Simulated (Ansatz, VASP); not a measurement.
# RePd in two plane-wave programs, part 2 of 2

One calculation is typed for both programs; each brings its own data sets and cutoff. How far apart do they land? The cell is invented: As first built, before any earlier steps moved the atoms (in the runner's words): it takes the ReOs structure with some of its atoms replaced by other elements, volume scaled by an estimate. It may not be a known or stable phase. The cell is taken from a series of VASP runs on this material, whose earlier steps may have relaxed, scaled or displaced it; both programs get it as it stands.

VASP 6.6.1 and Ansatz 0.2.0.

So far: The starting structure; VASP: band structure, RPBE; Ansatz: band structure, RPBE; Differences.

## Step 5: VASP: single point, RPBE

Level of this step: RPBE; plane waves and PAW (Re, Pd); invented cell (VASP).

With cell and atoms fixed, the geometry can't cause a difference; cores, projectors, grids and the points listed under the comparison can.

File INCAR:

```
SYSTEM = RePd
PREC = Accurate
ENCUT = 400
EDIFF = 1E-06
NELM = 100
ISMEAR = -5
SIGMA = 0.2
LREAL = .FALSE.
ALGO = Normal
GGA = RP
LORBIT = 11
LWAVE = .FALSE.
LCHARG = .FALSE.
NEDOS = 2001
```

File POSCAR:

```
RePd
1.0
    2.7537323737      0.0000000000      0.0000000000
   -1.3768661919      2.3848021963      0.0000000000
    0.0000000000      0.0000000000      4.5790916973
Re Pd
1 1
Direct
    0.0000000000      0.0000000000      0.0000000000
    0.3333333330      0.6666666670      0.5000000000
```

File KPOINTS:

```
Automatic mesh
0
Gamma
12 12 6
0 0 0
```

Potentials, in the order of the species: Re and Pd (PBE family, release 64).

On the command line:

```
$ mpirun -np 1 vasp_std
```

Numbers of over 12 decimals in the logs are rounded to 6 here.

The log of the run:

```text
[banner, memory and clock lines left out]
running    1 mpi-ranks, on    1 nodes
[...]
[... a notice as in an earlier step ...]

 LDA part: xc-table for (Slater+PW92), standard interpolation
 POSCAR, INCAR and KPOINTS ok, starting setup
[...]
entering main loop
       N       E                     dE             d eps       ncg     rms          rms(c)
DAV:   1     0.498318693704E+02    0.49832E+02   -0.73848E+03  3076   0.132E+03
DAV:   2    -0.159944287229E+02   -0.65826E+02   -0.59623E+02  2800   0.287E+02
DAV:   3    -0.172607863054E+02   -0.12664E+01   -0.12430E+01  2948   0.509E+01
DAV:   4    -0.172690189756E+02   -0.82327E-02   -0.81580E-02  2320   0.277E+00
[...]
DAV:  12    -0.161515455612E+02    0.91720E-05   -0.80234E-06  2352   0.627E-02    0.104E-02
DAV:  13    -0.161515468420E+02   -0.12808E-05   -0.93297E-07  1028   0.155E-02    0.222E-03
DAV:  14    -0.161515469759E+02   -0.13387E-06   -0.23083E-07   972   0.239E-02
   1 F= -.16151547E+02 E0= -.16151547E+02  d E =0.000000E+00
|                                                                             |
|           W    W    AA    RRRRR   N    N  II  N    N   GGGG   !!!           |
|           W    W   A  A   R    R  NN   N  II  NN   N  G    G  !!!           |
|           W    W  A    A  R    R  N N  N  II  N N  N  G       !!!           |
|           W WW W  AAAAAA  RRRRR   N  N N  II  N  N N  G  GGG   !            |
|           WW  WW  A    A  R   R   N   NN  II  N   NN  G    G                |
|           W    W  A    A  R    R  N    N  II  N    N   GGGG   !!!           |
|                                                                             |
|     Tetrahedron method does not include variations of the Fermi             |
|     occupations, so forces and stress will be inaccurate. We suggest        |
|     using a different smearing scheme ISMEAR = 1 or 2 for metals in         |
|     relaxations.                                                            |
|                                                                             |
```

Parts of OUTCAR (step 5):

```text
  Total        0.1418600      0.1418600     -0.1556162     -0.0000000     -0.0000000      0.0000000
  in kB        7.5581783      7.5581784     -8.2910974     -0.0000000     -0.0000000      0.0000000
  external PRESSURE =       2.2750864 kB  Pullay stress =       0.0000000 kB

  FREE ENERGIE OF THE ION-ELECTRON SYSTEM (eV)
  ---------------------------------------------------
  free  energy   TOTEN  =       -16.1515469759 eV

  energy  without entropy=      -16.1515469759  energy(sigma->0) =      -16.15154698

[... 2 parts as in an earlier step ...]

[... 2 further parts left out ...]
[key lines of the parts left out:]
E-fermi :   9.2119
```

The run ends at a pressure of 0.23 GPa.

## Step 6: Ansatz: single point, RPBE

The same cell, functional, mesh and smearing now go to Ansatz, which takes its cutoff from its data sets.

The cell is taken from a series of VASP runs on this material, whose earlier steps may have relaxed, scaled or displaced it; both programs get it as it stands.

File input.yaml:

```yaml
crystal:
  lattice:
    - [2.7537323737, 0.0, 0.0]
    - [-1.3768661919, 2.3848021963, 0.0]
    - [0.0, 0.0, 4.5790916973]
  atoms:
    - { symbol: Re, position: [0.0, 0.0, 0.0] }
    - { symbol: Pd, position: [0.333333333, 0.666666667, 0.5] }
hamiltonian:
  xc: rpbe
  pseudopotentials: { kind: paw }
kpoints:
  mp_grid: { grid: [12, 12, 6] }
scf:
  occupations: { method: tetrahedron }
output:
  forces: true
  stress: true
```

On the command line:

```
$ ansatz run input.yaml --threads 2 --pin off --max-ram 4608MiB --backend cpu --events-out ev --progress --plain --runs-dir out
```

The log of the run:

```text
Warning: output.forces, output.stress, relax.cell or npt_langevin: where a Kohn–Sham band that disperses or a degenerate level is filled in part under the method tetrahedron, the forces or the stress that this run publishes need not agree with its energy (scf.occupations.method in the input reference, under Limitations); prefer a smearing scheme for the forces or the stress
[...]
--- Band table (eV; the first three rows and the last of 76) ---
  k-point 0: bands = [... 13 lower, 19.7574, 19.7574, 20.6473, 20.6473, 21.8816, 23.8224, 23.8224, 29.6378]
  k-point 1: bands = [... 13 lower, 19.6487, 19.6487, 20.8329, 20.8329, 21.0826, 23.8210, 23.8210, 30.8018]
  k-point 2: bands = [... 13 lower, 19.4603, 19.4603, 19.7817, 21.1796, 21.1796, 23.7913, 23.7913, 33.1507]
  k-point 75: bands = [... 13 lower, 19.6244, 20.4124, 20.6870, 21.9846, 23.6774, 28.1665, 29.9421, 30.7800]
[key lines of the parts left out:]
SCF converged after 6 iterations
Free energy (F): -17861.299356 eV
Fermi energy:    22.038636 eV
P = ⅓ Tr σ = 1.0693 GPa (10.693 kbar)
```

It took 1.4 s on 2 threads of Intel Xeon 6975P-C (Granite Rapids), shared host; peak memory 0.4 GiB; 2.5 s of CPU time.

The run ends at a pressure of 1.07 GPa.

## Step 7: Side by side

The two programs side by side:

```csv
quantity,Ansatz,VASP,difference
pressure (GPa),1.07,0.23,+0.84
pressure without Ansatz's Pulay correction (GPa),0.93,0.23,+0.71
```

Ansatz's pressure holds a Pulay correction of 0.14 GPa; VASP's holds none.

## Step 8: VASP: band structure, RPBE, spin-orbit coupling

With cell and atoms fixed, the geometry can't cause a difference; cores, projectors, grids and the points listed under the comparison can.

File INCAR:

```
SYSTEM = RePd
PREC = Accurate
ENCUT = 400
EDIFF = 1E-06
NELM = 100
ISMEAR = 1
SIGMA = 0.2
LREAL = .FALSE.
ALGO = Normal
GGA = RP
LNONCOLLINEAR = .TRUE.
MAGMOM = 0 0 0 0 0 0
NBANDS = 28
GGA_COMPAT = .FALSE.
LASPH = .TRUE.
LSORBIT = .TRUE.
LMAXMIX = 4
LORBIT = 11
LWAVE = .FALSE.
LCHARG = .FALSE.
```

POSCAR is that of step 5.

File KPOINTS:

```
Automatic mesh
0
Gamma
7 7 4
0 0 0
```

File KPOINTS_OPT:

```
Line mode
16
Line-mode
Reciprocal
  0.00000000   0.00000000   0.00000000 GAMMA
  0.50000000   0.00000000   0.00000000 M

  0.50000000   0.00000000   0.00000000 M
  0.33333333   0.33333333   0.00000000 K

  0.33333333   0.33333333   0.00000000 K
  0.00000000   0.00000000   0.00000000 GAMMA

  0.00000000   0.00000000   0.00000000 GAMMA
  0.00000000   0.00000000   0.50000000 A

  0.00000000   0.00000000   0.50000000 A
  0.50000000   0.00000000   0.50000000 L

  0.50000000   0.00000000   0.50000000 L
  0.33333333   0.33333333   0.50000000 H

  0.33333333   0.33333333   0.50000000 H
  0.00000000   0.00000000   0.50000000 A

  0.50000000   0.00000000   0.50000000 L
  0.50000000   0.00000000   0.00000000 M

  0.33333333   0.33333333   0.00000000 K
  0.33333333   0.33333333   0.50000000 H
```

On the command line:

```
$ mpirun -np 1 vasp_ncl
```

The log of the run:

```text
[... set-up lines as in an earlier step ...]
 entering main loop
       N       E                     dE             d eps       ncg     rms          rms(c)
DAV:   1     0.623748917411E+02    0.62375E+02   -0.72876E+03  4024   0.121E+03
DAV:   2    -0.155141020790E+02   -0.77889E+02   -0.70590E+02  3240   0.350E+02
DAV:   3    -0.175554976409E+02   -0.20414E+01   -0.20035E+01  3344   0.580E+01
DAV:   4    -0.175922820128E+02   -0.36784E-01   -0.36737E-01  3400   0.554E+00
[...]
DAV:  14    -0.165036056229E+02    0.22915E-06   -0.12247E-05  2852   0.512E-02    0.659E-03
DAV:  15    -0.165036045106E+02    0.11124E-05   -0.39526E-07  1264   0.993E-03    0.474E-03
DAV:  16    -0.165036043935E+02    0.11706E-06   -0.14971E-07  1232   0.201E-02
   1 F= -.16503604E+02 E0= -.16501686E+02  d E =-.575389E-02  mag=     0.0000    -0.0000    -0.0000
 Start KPOINTS_OPT (optional k-point list driver)
k-point batch [1-36\144]
       N       E                     dE             ncg
DAV:   1     0.633059938946E+04   -0.11941E+05     4032
DAV:   2     0.366305730202E+04   -0.26675E+04     3268
DAV:   3     0.359291836113E+04   -0.70139E+02     3400
DAV:   4     0.359157381846E+04   -0.13445E+01     3620
[...]
DAV:   8     0.359153656079E+04   -0.20156E-04     2304
DAV:   9     0.359153655750E+04   -0.32903E-05     1708
DAV:  10     0.359153655716E+04   -0.33968E-06     1460
[...]
k-point batch [109-144\144]
       N       E                     dE             ncg
DAV:   1     0.631265256757E+04   -0.16462E+05     4032
DAV:   2     0.373207878432E+04   -0.25806E+04     3276
DAV:   3     0.366269757600E+04   -0.69381E+02     3428
DAV:   4     0.366134882834E+04   -0.13487E+01     3540
[...]
DAV:   8     0.366130988094E+04   -0.18228E-04     2272
DAV:   9     0.366130987868E+04   -0.22567E-05     1680
DAV:  10     0.366130987844E+04   -0.24190E-06     1516
```

OUTCAR, selected parts (step 8):

```text
  Total        0.1279683      0.1279683      0.2109454     -0.0000000      0.0000000      0.0000000
  in kB        6.8180390      6.8180390     11.2389899     -0.0000000      0.0000000      0.0000000
  external PRESSURE =       8.2916893 kB  Pullay stress =       0.0000000 kB

 POSITION                                       TOTAL-FORCE (eV/Angst)
 -----------------------------------------------------------------------------------
      0.00000      0.00000      0.00000        -0.000000     -0.000000      0.000000
     -0.00000      1.58987      2.28955         0.000000      0.000000      0.000000
 -----------------------------------------------------------------------------------
    total drift:                                0.000000     -0.000000      0.000000

  FREE ENERGIE OF THE ION-ELECTRON SYSTEM (eV)
  ---------------------------------------------------
  free  energy   TOTEN  =       -16.5036043935 eV

  energy  without entropy=      -16.4978504993  energy(sigma->0) =      -16.50168643

 magnetization (x)
# of ion       s       p       d       tot
------------------------------------------
    1        0.000   0.000   0.000   0.000
    2        0.000   0.000   0.000   0.000
--------------------------------------------------
tot          0.000   0.000   0.000   0.000

 magnetization (y)
# of ion       s       p       d       tot
------------------------------------------
    1       -0.000   0.000   0.000   0.000
    2        0.000   0.000   0.000   0.000
--------------------------------------------------
tot          0.000   0.000   0.000   0.000

 magnetization (z)
# of ion       s       p       d       tot
------------------------------------------
    1        0.000  -0.000   0.000   0.000
    2        0.000   0.000  -0.000   0.000
--------------------------------------------------
tot          0.000   0.000   0.000   0.000

[... 1 part as in an earlier step ...]

[... 2 further parts left out ...]
[key lines of the parts left out:]
E-fermi :   9.1313
```

The run ends at a pressure of 0.83 GPa.

## Step 9: Ansatz: band structure, RPBE, spin-orbit coupling

The same cell, functional, mesh and smearing now go to Ansatz, which takes its cutoff from its data sets.

The cell is taken from a series of VASP runs on this material, whose earlier steps may have relaxed, scaled or displaced it; both programs get it as it stands.

File input.yaml:

```yaml
crystal:
  lattice:
    - [2.7537323737, 0.0, 0.0]
    - [-1.3768661919, 2.3848021963, 0.0]
    - [0.0, 0.0, 4.5790916973]
  atoms:
    - { symbol: Re, position: [0.0, 0.0, 0.0] }
    - { symbol: Pd, position: [0.333333333, 0.666666667, 0.5] }
hamiltonian:
  xc: rpbe
  pseudopotentials: { kind: paw_fr }
magnetization:
  noncollinear: true
  spin_orbit: true
kpoints:
  mp_grid: { grid: [7, 7, 4] }
  band_path:
    path:
      - [0.0, 0.0, 0.0]
      - [0.13333, 0.0, 0.0]
      - [0.3, 0.0, 0.0]
      - [0.46667, 0.0, 0.0]
      - [0.46667, 0.06667, 0.0]
      - [0.41111, 0.17778, 0.0]
      - [0.35556, 0.28889, 0.0]
      - [0.28889, 0.28889, 0.0]
      - [0.17778, 0.17778, 0.0]
      - [0.06667, 0.06667, 0.0]
      - [0.0, 0.0, 0.03333]
      - [0.0, 0.0, 0.2]
      - [0.0, 0.0, 0.36667]
      - [0.0, 0.0, 0.5]
      - [0.16667, 0.0, 0.5]
      - [0.3, 0.0, 0.5]
      - [0.46667, 0.0, 0.5]
      - [0.46667, 0.06667, 0.5]
      - [0.41111, 0.17778, 0.5]
      - [0.35556, 0.28889, 0.5]
      - [0.28889, 0.28889, 0.5]
      - [0.17778, 0.17778, 0.5]
      - [0.06667, 0.06667, 0.5]
      - [0.5, 0.0, 0.46667]
      - [0.5, 0.0, 0.3]
      - [0.5, 0.0, 0.13333]
      - [0.33333, 0.33333, 0.0]
      - [0.33333, 0.33333, 0.16667]
      - [0.33333, 0.33333, 0.33333]
      - [0.33333, 0.33333, 0.5]
    npoints: 1
scf:
  occupations: { method: methfessel_paxton, width: 0.2 }
  n_extra_bands: 14
output:
  forces: true
  stress: true
  eigenvalues: true
  write_density: true
  write_potential: true
  elf: true
  volumetric_format: npy
```

On the command line:

```
$ ansatz run input.yaml --threads 2 --pin off --max-ram 4608MiB --backend cpu --events-out ev --progress --plain --runs-dir out
```

The log of the run:

```text
[...]
non-collinear run that drives no moment, with spin-orbit: no starting moment large enough to seed its density (crystal.atoms[].spin), no starting occupations that ask for one, no magnetisation constraint and no magnetic field, so the semilocal B_xc is pinned to zero
Crystal: 2 atoms, lattice volume = 30.071 Å³
[...]
k-point 1: bands = [... 29 lower, 19.6329, 20.3598, 20.3598, 20.7269, 20.9306, 21.3685, 21.3685, 23.6910, ... 10 higher]
  k-point 2: bands = [... 29 lower, 19.3329, 19.4415, 19.4415, 21.2002, 21.2002, 21.6718, 21.6718, 23.6529, ... 10 higher]
  k-point 23: bands = [... 29 lower, 20.6543, 20.6967, 20.8478, 22.0734, 22.2387, 23.7598, 23.7936, 26.9113, ... 10 higher]
[key lines of the parts left out:]
SCF converged after 9 iterations
Magnetization: |M| = 0.0000 μB,  M = (+0.0000, +0.0000, +0.0000) μB
Free energy (F): -17890.207109 eV
Fermi energy:    21.971701 eV
P = ⅓ Tr σ = 1.4854 GPa (14.854 kbar)
```

The job ended after 4.7 s (2 threads; peak memory 0.5 GiB).

## Step 10: Differences

What differs besides the data sets and the points named for the pairs above, as far as they apply: spin-orbit coupling enters by fully relativistic files in Ansatz and inside the spheres in VASP; the data sets hold 33 valence electrons in Ansatz (fully relativistic PAW (standard-fr) files) and 17 in VASP. Total energies have different zeros and are not compared.

Both answers:

```csv
quantity,Ansatz,VASP,difference
pressure (GPa),1.49,0.83,+0.66
pressure without Ansatz's Pulay correction (GPa),1.35,0.83,+0.52
```

Levels from 3 eV below to 2 eV above the Fermi level differ by 18 meV r.m.s. and 51 meV at most; each VASP level is matched to the nearest of Ansatz, which flatters the figure a little. Ansatz's pressure holds a Pulay correction of 0.13 GPa; VASP's holds none.

## Step 11: Summary of results

- r.m.s. difference of levels near the Fermi level (band structure, RPBE): 13 meV
- difference in pressure (band structure, RPBE): 0.82 GPa
- difference in pressure (single point, RPBE): 0.84 GPa
- r.m.s. difference of levels near the Fermi level (band structure, RPBE, spin-orbit coupling): 18 meV
- difference in pressure (band structure, RPBE, spin-orbit coupling): 0.66 GPa

What this shows: The difference in pressure is 0.84 GPa (single point, RPBE), within the 1 GPa picked in this series as the mark of a large difference. How closely two codes agree says nothing of how well the functional describes the real material.

[Lines on the potential files, build, host, timing and source positions are cut from VASP's logs without a mark.]

[Logs are printed without paths, hosts, clocks, repeated set-up lines and the standing remarks that a program may print on its own settings, such as how far it seeks lower states.]

[Hosts, paths, dates, database ids (printed as entryN), source tags and the programs' standing remarks are cut or masked in the printed files.]
